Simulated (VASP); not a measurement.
A run of VASP 6.6.1 is set up as follows.

INCAR

```
SYSTEM = Au
PREC = Accurate
ENCUT = 500
EDIFF = 1E-6
ISMEAR = 1
SIGMA = 0.1
LREAL = .False.
LASPH = .True.
NELM = 100
ALGO = Normal
ISIF = 2
LWAVE = .False.
LCHARG = .False.
GGA = PS
ICORELEVEL = 1
KPAR = 4
```

KPOINTS

```
Automatic mesh
0
Gamma
  7 7 7
  0 0 0
```

POSCAR

```
Au
1.0
    0.0000000000      4.0700000000      4.0700000000
    4.0700000000      0.0000000000      4.0700000000
    4.0700000000      4.0700000000      0.0000000000
Au
8
Direct
    0.0000000000      0.0000000000      0.0000000000
    0.0000000000      0.0000000000      0.5000000000
    0.0000000000      0.5000000000      0.0000000000
    0.0000000000      0.5000000000      0.5000000000
    0.5000000000      0.0000000000      0.0000000000
    0.5000000000      0.0000000000      0.5000000000
    0.5000000000      0.5000000000      0.0000000000
    0.5000000000      0.5000000000      0.5000000000
```

Potentials or basis: VASP PAW PBE potentials, release 64 (Au).

Command:

```sh
$ cat potpaw_PBE.64/Au/POTCAR > POTCAR
$ mpirun -np 4 vasp_std > vasp.out
```

**Question.** Predict the pressure.

**Answer.** 1.4 GPa.

**Question.** What does it give for the band gap on the k mesh?

**Answer.** None (metal or under the smearing width).

Core levels (eV, on the scale of the bands):
```tsv
atom	levels
1 Au	1s -80736.8, 2s -14233.0, 2p -12299.3, 3s -3350.4, 3p -2789.8, 3d -2192.1, 4s -717.9, 4p -534.1, 4d -313.8, 4f -69.2, 5s -96.2, 5p -47.5
2 Au	1s -80736.8, 2s -14233.0, 2p -12299.3, 3s -3350.4, 3p -2789.8, 3d -2192.1, 4s -717.9, 4p -534.1, 4d -313.8, 4f -69.2, 5s -96.2, 5p -47.5
3 Au	1s -80736.8, 2s -14233.0, 2p -12299.3, 3s -3350.4, 3p -2789.8, 3d -2192.1, 4s -717.9, 4p -534.1, 4d -313.8, 4f -69.2, 5s -96.2, 5p -47.5
4 Au	1s -80736.8, 2s -14233.0, 2p -12299.3, 3s -3350.4, 3p -2789.8, 3d -2192.1, 4s -717.9, 4p -534.1, 4d -313.8, 4f -69.2, 5s -96.2, 5p -47.5
5 Au	1s -80736.8, 2s -14233.0, 2p -12299.3, 3s -3350.4, 3p -2789.8, 3d -2192.1, 4s -717.9, 4p -534.1, 4d -313.8, 4f -69.2, 5s -96.2, 5p -47.5
6 Au	1s -80736.8, 2s -14233.0, 2p -12299.3, 3s -3350.4, 3p -2789.8, 3d -2192.1, 4s -717.9, 4p -534.1, 4d -313.8, 4f -69.2, 5s -96.2, 5p -47.5
```

Caveat: the PAW data sets were made with another functional, which shifts forces and pressure a little. The run has no spin-orbit coupling, so splittings on Au are missing.
